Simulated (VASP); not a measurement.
Input for VASP

### POSCAR
```
AuAl2
1
    0.0000000000     3.0706339344     3.0706339344
    3.0706339344     0.0000000000     3.0706339344
    3.0706339344     3.0706339344     0.0000000000
Al Au
2 1
Direct
  0.2500000000   0.2500000000   0.2500000000
  0.7500000000   0.7500000000   0.7500000000
  0.0000000000   0.0000000000   0.0000000000
```

KPOINTS:
```
Automatic mesh
0
Gamma
9 9 9
0 0 0
```

### INCAR
```
# general
SYSTEM    =  AuAl2
PREC      =  Accurate
ENCUT     =  520
LREAL     =  F   # projection in real space or not
LASPH     =  T   # aspherical one-centre terms

# electronic loop
EDIFF     =  1E-7   # SCF stop (eV)
NELM      =  100   # most electronic steps
ALGO      =  Normal   # blocked Davidson
LMAXMIX   =  6   # l cut-off of mixed one-centre charges

# smearing
ISMEAR    =  1
SIGMA     =  0.1   # width (eV)

# functional
GGA       =  ML
LUSE_VDW  =  T
AGGAC     =  0.0
ZAB_VDW   =  -1.8867

# ions
ISIF      =  2   # forces and stress, cell fixed

# output
LWAVE     =  F
LCHARG    =  F
```

POTCAR, in this order: Al Au (PBE.64 set). Program: vasp_std.

Question: Write an equivalent input for Quantum ESPRESSO's pw.x.

Answer: One equivalent input (not run):
```
&CONTROL
  calculation = 'scf'
  pseudo_dir = './pseudo'
  outdir = './out'
  tprnfor = .true.
  tstress = .true.
/
&SYSTEM
  ibrav = 0
  nat = 3
  ntyp = 2
  ecutwfc = 76
  occupations = 'smearing'
  smearing = 'methfessel-paxton'
  degauss = 0.00735
  input_dft = 'vdw-df2'
/
&ELECTRONS
  conv_thr = 7.3e-09
  electron_maxstep = 100
/
ATOMIC_SPECIES
  Al 26.982 Al.upf
  Au 196.967 Au.upf
CELL_PARAMETERS angstrom
     0.0000000    3.0706339    3.0706339
     3.0706339    0.0000000    3.0706339
     3.0706339    3.0706339    0.0000000
ATOMIC_POSITIONS crystal
  Al   0.2500000  0.2500000  0.2500000
  Al   0.7500000  0.7500000  0.7500000
  Au   0.0000000  0.0000000  0.0000000
K_POINTS automatic
  9 9 9 0 0 0
```
The two are equivalent in intent, not identical: the potentials are each code's own (VASP's PAW set, PseudoDojo norm-conserving files in pw.x), so ENCUT and ecutwfc are chosen apart and not converted; conv_thr bounds pw.x's estimated SCF error, while EDIFF bounds the energy change between steps.

The compound is AuAl2 in the fluorite structure. This cell is one point of a volume scan, at 0.97 of the reference volume.
